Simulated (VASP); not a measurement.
Consider the following.

```yaml
crystal:
  lattice:
    - [1.62500, -2.81458, 0.00000]
    - [1.62500, 2.81458, 0.00000]
    - [0.00000, 0.00000, 5.21000]
  atoms:
    - { symbol: Zn, position: [0.66667, 0.33333, 0.50000] }
    - { symbol: Zn, position: [0.33333, 0.66667, 0.00000] }
    - { symbol: O, position: [0.66667, 0.33333, 0.88200] }
    - { symbol: O, position: [0.33333, 0.66667, 0.38200] }
```

Computed with PBE GGA, VASP's PBE PAW potentials (set 64) (plane waves; VASP). Run with 450 eV cut-off, 8×8×5 Γ-centred mesh, Gaussian smearing of 0.050 eV, potentials Zn O.

At this cut-off the stress carries a Pulay error, which pulls relaxed volumes low.

What does the run give for the energy per atom (σ→0), pressure?

```yaml
energy per atom (σ→0): -4.458 eV/atom
pressure: 47.6 kbar
```

Total energies compare only between runs with the same potentials, cut-off and functional.

The compound is ZnO in the wurtzite structure. The cell was not relaxed at this level. The run is one of a series of settings (ENCUT = 450 against the base run), some of them coarse on purpose.
